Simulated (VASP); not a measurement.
Calculation: PBEsol GGA, VASP's PBE PAW potentials (set 64) (plane waves; VASP).

Input for VASP

File KPOINTS:
```
K-points
0
gamma
 6 6 4
```

POSCAR:
```
Te
5.9665420
  0.3627416495  -0.6282869209   0.0000000000
  0.3627416495   0.6282869209   0.0000000000
  0.0000000000   0.0000000000   1.0000000593
Te
3
Cartesian
  0.4646383224  -0.4517967193   0.6666670395
  0.5216899533  -0.0000000000   0.0000000000
  0.4646383224   0.4517967193   0.3500931465
```

INCAR:
```
ALGO = Normal
EDIFF = 1E-7
ENCUT = 480
GGA = PS
ISIF = 2
ISMEAR = 0
LASPH = T
LCHARG = F
LMAXMIX = 4
LREAL = F
LWAVE = F
NELM = 100
PREC = Accurate
SIGMA = 0.05
SYSTEM = Te
```

POTCAR, in this order: Te (PBE.64 set). Program: vasp_std.

Question: What will the output report for the number of irreducible k-points (NKPTS), number of bands (NBANDS), largest plane-wave count, number of space-group operations, FFT grid (NGX, NGY, NGZ)?

Answer: 
number of irreducible k-points (NKPTS): 76
number of bands (NBANDS): 13
largest plane-wave count: 2350
number of space-group operations: 1
FFT grid (NGX, NGY, NGZ): 32 × 32 × 48

The compound is Te in the trig structure. This cell was strained or had an atom moved on purpose.
